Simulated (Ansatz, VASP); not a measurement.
# Ge2Sb2Te5 in two plane-wave programs, part 2 of 2

One calculation is typed for both programs; each brings its own data sets. How far apart do they land? The cell is taken from a series of runs on this material, whose earlier steps may have relaxed, scaled, displaced or heated it; both programs get it as it stands.

VASP 6.6.1 and Ansatz 0.2.0.

So far. Step 2 (VASP: single point, HSE06): The run ends at a pressure of -1.92 GPa, with forces up to 0.38 eV/Å.

### 3. Ansatz: single point, HSE06

Level of this step: Ansatz beside VASP: Kohn-Sham DFT, plane waves, HSE06 (Ansatz).

Ansatz runs on its PAW soft_1 files.

The same cell, functional and mesh now go to Ansatz, which takes its cutoff from its data sets.

input.yaml reads:

```yaml
crystal:
  lattice:
    - [4.3155347469, 0.0, 0.0]
    - [-2.1577673735, 3.7373627218, 0.0]
    - [0.0, 0.0, 17.18685273]
  atoms:
    - { symbol: Ge, position: [0.3333333333, 0.6666666667, 0.9001538713] }
    - { symbol: Ge, position: [0.6666666667, 0.3333333333, 0.0998461287] }
    - { symbol: Sb, position: [0.0, 0.0, 0.6860084116] }
    - { symbol: Sb, position: [0.0, 0.0, 0.3139915884] }
    - { symbol: Te, position: [0.0, 0.0, 0.0] }
    - { symbol: Te, position: [0.6666666667, 0.3333333333, 0.8034695219] }
    - { symbol: Te, position: [0.3333333333, 0.6666666667, 0.1965304781] }
    - { symbol: Te, position: [0.3333333333, 0.6666666667, 0.5873085844] }
    - { symbol: Te, position: [0.6666666667, 0.3333333333, 0.4126914156] }
kpoints:
  mp_grid: { grid: [6, 6, 2] }
  band_path:
    path:
      - [0.0, 0.0, 0.0]
      - [0.5, 0.0, 0.0]
      - [0.33333333, 0.33333333, 0.0]
      - [0.0, 0.0, 0.5]
      - [0.5, 0.0, 0.5]
      - [0.33333333, 0.33333333, 0.5]
      - [0.066666666, 0.066666666, 0.0]
    npoints: 1
hamiltonian:
  xc: hse06
  pseudopotentials: { kind: paw, azcp: { folder: soft_1 } }
scf:
  occupations: { method: fixed }
  n_extra_bands: 7
output:
  eigenvalues: true
```

Command:

```
ansatz run input.yaml --threads 2 --pin off --max-ram 92160MiB --backend cuda --events-out ev --progress --plain --runs-dir out --devices 1 --max-vram 13GiB
```

Numbers of over 12 decimals in the logs are rounded to 6 here.

Log:

```text
scf.n_extra_bands = 7 over 69 filled bands (N_el = 138.0): the run solves 76 bands
GPUs: using 1 of 1 available (devices: 1).
Engine: ansatz 0.2.0, x86_64-unknown-linux-gnu
Pseudopotentials: kind: paw
Pseudopotential: Ge, paw, valence charge 14, recommended cutoff 420 eV (normal), soft_1/Ge.paw.azcp
Pseudopotential: Sb, paw, valence charge 15, recommended cutoff 420 eV (normal), soft_1/Sb.paw.azcp
Pseudopotential: Te, paw, valence charge 16, recommended cutoff 420 eV (normal), soft_1/Te.paw.azcp
Functional definition: HSE06
  parameter a = 0.25
  parameter omega = 0.11/bohr
  exchange = pbe_x - a*pbe_x_sr(omega) + a*exact_x_sr(omega)
  correlation = pbe_c
davidson cushion auto → on  (no smearing: the cushion is to keep the highest requested band from converging to the state above it; pin scf.eigensolver.cushion to override)
device memory: the entry about to start is reckoned to put 3.2 GiB on a device that reports 37.8 GiB free (of which the cap on the GPU budget leaves the run 13.0 GiB)
GPU FFT provider: cuFFT
GPU libraries: cuBLAS 13.8.2, cuFFT 12.4.0, cuSOLVER 12.3.4
Crystal: 9 atoms, lattice volume = 277.202 Å³
Basis set: ecut = 420 eV, 5427 PW (Γ)
Bands: 76, of which v1, the nominal top of the filled ones, is band 69 counted from 1 (68 counted from 0)
Symmetry: 12 space group operations
Space group: P-3m1 (ITA 164), of the structure as read, at distance tolerance 6.5e-5 Å
k-points: 14 of 72
Non-local potential: Ge, projectors of the file, l = 0: 2, l = 1: 2, l = 2: 3, l = 3: 1
Non-local potential: Sb, projectors of the file, l = 0: 2, l = 1: 2, l = 2: 2, l = 3: 1
Non-local potential: Te, projectors of the file, l = 0: 2, l = 1: 2, l = 2: 2, l = 3: 1
PAW form: soft (Blöchl's): semilocal exchange-correlation on the pseudo side does not see the compensation charge
PAW frozen core: Ge, regenerated for the run's functional, and the local potential with it (the file was generated under x = pbe(κ = 0.804, μ = 0.219515), c = pbe(β = 0.066725))
PAW frozen core: Sb, regenerated for the run's functional, and the local potential with it (the file was generated under x = pbe(κ = 0.804, μ = 0.219515), c = pbe(β = 0.066725))
PAW frozen core: Te, regenerated for the run's functional, and the local potential with it (the file was generated under x = pbe(κ = 0.804, μ = 0.219515), c = pbe(β = 0.066725))
PAW one-centre angular grid: Ge, 590 points (default); XC on 64 Gauss nodes
PAW one-centre angular grid: Sb, 590 points (default); XC on 64 Gauss nodes
PAW one-centre angular grid: Te, 590 points (default); XC on 64 Gauss nodes
Initial density: superposition of atomic densities (chi_scale 0.1, normalization cell, long waves kept (reshape's long-wave potential 0.31 eV rms))
Initial wavefunctions: pseudopotential atomic-orbital guess
GPU buffer pool allocated for 108000 grid points (all kernels)
GPU transforms: local potential and band sums: pruned to the plane-wave sphere, on 30×30×120
Functional: x = pbe(κ = 0.804, μ = 0.219515), c = pbe(β = 0.066725), warm-up for x = pbe(κ = 0.804, μ = 0.219515) + 0.25 (exact − pbe) at short range (hse, ω = 0.207870 Å⁻¹), c = pbe(β = 0.066725); HSE06 as pw.x's `hse` composes it (authors' and Libxc's form: `xc: wpbeh`)
SCF iter   1: F=—  HF=-56460.594138 eV  |F-HF|=—  |Δ(HF+E_count)|=         —  Δρ=1.51e-2  dr2=9.56e0  ethr=1.00e-1  ⟨swp⟩=4.1  Hψ=2788  notcnv=0
preconditioner: auto → none  [insulator: Δε(μ)=0.103 eV  Ē_g=7.143 eV  n_scr=66 (ndim 8)  ℏωp=15.5 eV  f_vac=0.012]
SCF iter   2: F=—  HF=-56504.475025 eV  |F-HF|=—  |Δ(HF+E_count)|=    4.39e1  Δρ=9.28e-2  dr2=1.15e3  ethr=6.93e-3  ⟨swp⟩=7.9  Hψ=3373  notcnv=0
SCF iter   3: F=—  HF=-56460.476771 eV  |F-HF|=—  |Δ(HF+E_count)|=    4.40e1  Δρ=8.15e-3  dr2=2.50e0  ethr=6.93e-3  ⟨swp⟩=6.4  Hψ=2904  notcnv=0  defer=1
SCF iter   4: F=—  HF=-56460.466679 eV  |F-HF|=—  |Δ(HF+E_count)|=   1.01e-2  Δρ=6.04e-3  dr2=7.35e-1  ethr=1.81e-3  ⟨swp⟩=3.0  Hψ=2411  notcnv=0
SCF iter   5: F=—  HF=-56460.377495 eV  |F-HF|=—  |Δ(HF+E_count)|=   8.92e-2  Δρ=2.21e-3  dr2=8.67e-2  ethr=5.32e-4  ⟨swp⟩=3.4  Hψ=2497  notcnv=0
iter 6 solved again at ethr=2.51e-6 eV; its pass at ethr=6.28e-5 eV (dr2=3.47e-3 eV) is discarded
SCF iter   6: F=—  HF=-56460.367937 eV  |F-HF|=—  |Δ(HF+E_count)|=   9.56e-3  Δρ=1.20e-3  dr2=3.51e-3  ethr=2.51e-6  ⟨swp⟩=3.8  Hψ=5075  notcnv=0
SCF iter   7: F=—  HF=-56460.368106 eV  |F-HF|=—  |Δ(HF+E_count)|=   1.69e-4  Δρ=6.29e-4  dr2=2.24e-3  ethr=2.51e-6  ⟨swp⟩=3.6  Hψ=2889  notcnv=0
SCF iter   8: F=—  HF=-56460.367922 eV  |F-HF|=—  |Δ(HF+E_count)|=   1.85e-4  Δρ=2.07e-4  dr2=1.29e-4  ethr=1.63e-6  ⟨swp⟩=3.0  Hψ=2494  notcnv=0
SCF iter   9: F=—  HF=-56460.367915 eV  |F-HF|=—  |Δ(HF+E_count)|=   6.60e-6  Δρ=1.05e-4  dr2=2.14e-5  ethr=9.37e-8  ⟨swp⟩=3.9  Hψ=3115  notcnv=0
[...]
device memory: the entry about to start is reckoned to put 4.1 GiB (of the 4.2 GiB reckoned in all, the device holds 0.1 GiB already) on a device that reports 37.7 GiB free (of which the cap on the GPU budget leaves the run 12.9 GiB)
GPU FFT provider: cuFFT
GPU libraries: cuBLAS 13.8.2, cuFFT 12.4.0, cuSOLVER 12.3.4
Initial density: handed on by an earlier stage of this run
Initial wavefunctions: those handed on with the density
GPU buffer pool allocated for 108000 grid points (all kernels)
GPU transforms: local potential and band sums: pruned to the plane-wave sphere, on 30×30×120
Functional: x = pbe(κ = 0.804, μ = 0.219515) + 0.25 (exact − pbe) at short range (hse, ω = 0.207870 Å⁻¹), c = pbe(β = 0.066725); HSE06 as pw.x's `hse` composes it (authors' and Libxc's form: `xc: wpbeh`)
Exchange kernel: α = 0.2500, screened, ω = 0.2079 Å⁻¹, Wigner–Seitz truncation, v(0) = 1046.8861 eV·Å³, q-mesh 6×6×2, nearest image of the exchange supercell L = 25.89 Å, pair-density grid 18×18×72, without the augmentation charges, whose exchange is taken in its separable form by FFT convolution over the k-point mesh (sized by the pseudopotential files, 25×25×120 at the most), smooth part of the exact exchange by density-matrix convolution in up to 12.05 GiB of GPU memory as planned if the GPU has room (build and FFT work areas not counted)
Frozen-core exchange: fock
[...]
preconditioner: auto → none  [insulator: Δε(μ)=0.667 eV  Ē_g=8.036 eV  n_scr=66 (ndim 8)  ℏωp=15.5 eV  f_vac=0.018]
[...]
SCF iter   3: F=—  HF=-56492.144760 eV  |F-HF|=—  |Δ(HF+E_count)|=   2.10e-3  Δρ=7.15e-4  dr2=9.80e-3  ethr=1.41e-8  ⟨swp⟩=6.7  Hψ=5206  notcnv=0
SCF iter   4: F=—  HF=-56492.174246 eV  |F-HF|=—  |Δ(HF+E_count)|=   2.95e-2  Δρ=9.75e-4  dr2=3.72e-3  ethr=1.41e-8  ⟨swp⟩=6.7  Hψ=5189  notcnv=0
SCF iter   5: F=—  HF=-56492.173058 eV  |F-HF|=—  |Δ(HF+E_count)|=   1.19e-3  Δρ=2.02e-4  dr2=2.95e-4  ethr=1.41e-8  ⟨swp⟩=5.0  Hψ=4399  notcnv=0
SCF iter   6: F=—  HF=-56492.173976 eV  |F-HF|=—  |Δ(HF+E_count)|=   9.18e-4  Δρ=1.96e-4  dr2=2.87e-4  ethr=1.41e-8  ⟨swp⟩=5.0  Hψ=4093  notcnv=0
SCF iter   7: F=-56492.173905 eV  HF=-56492.173910 eV  |F-HF|=4.66e-6  |Δ(HF+E_count)|=   6.64e-5  Δρ=3.61e-5  dr2=1.91e-5  ethr=1.41e-8  ⟨swp⟩=4.1  Hψ=3363  notcnv=0
SCF 2 stopped early in 7 iterations: F = -56492.173905 eV  dr2 = 1.91e-5
hybrid outer 1: dexx = +3.403e-2 eV, tail = 2.40e-4 eV
GPU FFT provider: cuFFT
GPU libraries: cuBLAS 13.8.2, cuFFT 12.4.0, cuSOLVER 12.3.4
GPU buffer pool allocated for 108000 grid points (all kernels)
GPU transforms: local potential and band sums: pruned to the plane-wave sphere, on 30×30×120
Exchange kernel: α = 0.2500, screened, ω = 0.2079 Å⁻¹, Wigner–Seitz truncation, v(0) = 1046.8861 eV·Å³, q-mesh 6×6×2, nearest image of the exchange supercell L = 25.89 Å, pair-density grid 18×18×72, without the augmentation charges, whose exchange is taken in its separable form by FFT convolution over the k-point mesh (sized by the pseudopotential files, 25×25×120 at the most), smooth part of the exact exchange by density-matrix convolution in up to 12.05 GiB of GPU memory as planned if the GPU has room (build and FFT work areas not counted)
Frozen-core exchange: fock
SCF iter   1: F=—  HF=-56492.172372 eV  |F-HF|=—  |Δ(HF+E_count)|=         —  Δρ=3.52e-5  dr2=1.19e-5  ethr=8.68e-7  ⟨swp⟩=3.1  Hψ=2417  notcnv=0
preconditioner: auto → none  [insulator: Δε(μ)=0.661 eV  Ē_g=8.023 eV  n_scr=66 (ndim 8)  ℏωp=15.5 eV  f_vac=0.018]
iter 2 solved again at ethr=7.38e-10 eV; its pass at ethr=8.04e-9 eV (dr2=1.02e-6 eV) is discarded
SCF iter   2: F=—  HF=-56492.172373 eV  |F-HF|=—  |Δ(HF+E_count)|=   1.09e-6  Δρ=1.69e-5  dr2=1.71e-6  ethr=7.38e-10  ⟨swp⟩=3.0  Hψ=5632  notcnv=0
SCF iter   3: F=—  HF=-56492.172377 eV  |F-HF|=—  |Δ(HF+E_count)|=   3.33e-6  Δρ=9.58e-6  dr2=6.38e-7  ethr=7.38e-10  ⟨swp⟩=4.8  Hψ=3093  notcnv=0  defer=1
SCF iter   4: F=-56492.172377 eV  HF=-56492.172377 eV  |F-HF|=2.69e-8  |Δ(HF+E_count)|=   1.08e-7  Δρ=2.96e-6  dr2=4.58e-8  ethr=3.92e-10  ⟨swp⟩=3.0  Hψ=2580  notcnv=0
SCF 3 converged in 4 iterations: F = -56492.172377 eV  dr2 = 4.58e-8
hybrid outer 2: dexx = +3.468e-6 eV, tail = 1.88e-7 eV, Δε = 2.89e-3 eV (about 1.18e-4 eV left of the loop's levels)
the search or the solves at the SCF's close seem to have found levels that the self-consistency loop had missed (the run counts 1). By its estimate they hold under 1e-12 electrons; where the run keeps them, the occupations were computed again with them
device memory: the entry about to start is reckoned to put 1.6 GiB on a device that reports 37.9 GiB free (of which the cap on the GPU budget leaves the run 13.0 GiB)
NSCF: frozen V_eff on 7 k-points
hybrid SCF converged: 2 outer / 11 inner (+10 warm-up), last move |dexx| = 3.47e-6 eV, tail = 1.88e-7 eV
Stability not checked: this state was not tested for a lower state beside it, because the functional holds exact exchange (a hybrid, or Hartree-Fock), whose exchange loop this test does not read (fock_operator; see scf.lower_state_search)
Free energy (F): -56492.172376 eV
Frozen-core exchange: fock
Harris-Foulkes:  -56492.172376 eV  (|F-HF|=2.69e-8)
Internal energy: -56492.172376 eV  (E = F + TS)
E sigma→0 (E₀):  -56492.172376 eV
Fermi energy:    8.660591 eV
--- Per-component energies (eV) ---
  E_band       = -2267.778481
  E_kinetic    = 1355.211595
  E_local      = -16581.248385  (includes V_loc(G=0)·N_el)
  E_nonlocal   = 1512.785399
  E_hartree    = 7904.638413
  E_xc         = -768.722819
  E_vxc        = -660.045935  (∫ρ·V_xc dr)
  E_exx        = -414.085221  (= α·E_x^exact, valence–valence)
  E_paw        = -36248.891502  (= ΣΔE_a)
  E_vpaw       = -2875.580358  (= ΣTr[D̂ρ^β])
  E_aug_tail   = 0.000748  (compensation charges beyond the density's cutoff)
  E_ewald      = -13250.277009
  E_core_change = -1.583594  (= ΣΔE_core)
  E_smearing   = -0.000000  (= −TS)
  E_closure    = -0.000000  (closes the sum)
  Σ components = -56492.172376   (vs F -56492.172376, Δ=-7.28e-12)
--- Band table (eV; the first three rows and the last of 14) ---
  k-point 0: bands = [... 65 lower, 7.2511, 7.6801, 7.9662, 8.6606, 9.3214, 9.3214, 9.3887, 9.9557, ... 3 higher]
  k-point 1: bands = [... 65 lower, 7.1828, 7.3851, 8.1197, 8.5737, 9.4768, 9.4768, 9.5557, 9.6948, ... 3 higher]
  k-point 2: bands = [... 65 lower, 7.4796, 7.4971, 8.0481, 8.4976, 9.6682, 9.6992, 10.2775, 10.3341, ... 3 higher]
  k-point 13: bands = [... 65 lower, 6.9075, 7.4664, 7.4664, 7.5696, 10.7012, 10.7012, 10.9850, 10.9850, ... 3 higher]
```

Reading the cycles: dr2 is the Hartree energy of the density residual (eV), the measure of convergence; HF is the Harris–Foulkes estimate of the energy, which meets the free energy F at convergence.

### 4. Comparison

Known differences besides the potentials themselves: exact exchange at q = 0 is treated differently, which shows on coarse meshes; VASP keeps PBE cores, Ansatz makes them for the functional; fixed occupations in Ansatz, narrow Gaussian smearing in VASP; the data sets hold 138 valence electrons in Ansatz (on its PAW soft_1 files) and 68 in VASP; the cutoff is 420 eV in Ansatz and 410 eV in VASP; VASP takes a coarser grid for exact exchange (PRECFOCK = Fast). Total energies have different zeros and are not compared.

The two programs side by side:

```csv
quantity,Ansatz,VASP,difference
gap on the k mesh (eV),0.661,0.663,-0.003
```

A gap on the mesh is an upper bound, since the band edges may lie between its points.

### 5. Outcome

| Property | Result |
| --- | --- |
| difference in gap on the k mesh (single point, HSE06) | -0.0027 eV |

What this shows: The difference in gap on the k mesh is -0.0027 eV (single point, HSE06), within the 0.08 eV picked in this series as the mark of a large difference. The data sets hold unlike numbers of valence electrons (138 in Ansatz and 68 in VASP), so part of the differences comes from the potentials. How closely two codes agree says nothing of how well the functional describes the real material.

[Lines on the potential files, build, host, timing and source positions are cut from VASP's logs without a mark.]

[Logs are printed without paths, hosts, clocks, repeated set-up lines and the standing remarks that a program may print on its own settings, such as how far it seeks lower states.]

[Hosts, paths, dates, database ids (printed as entryN), source tags and the programs' standing remarks are cut or masked in the printed files.]
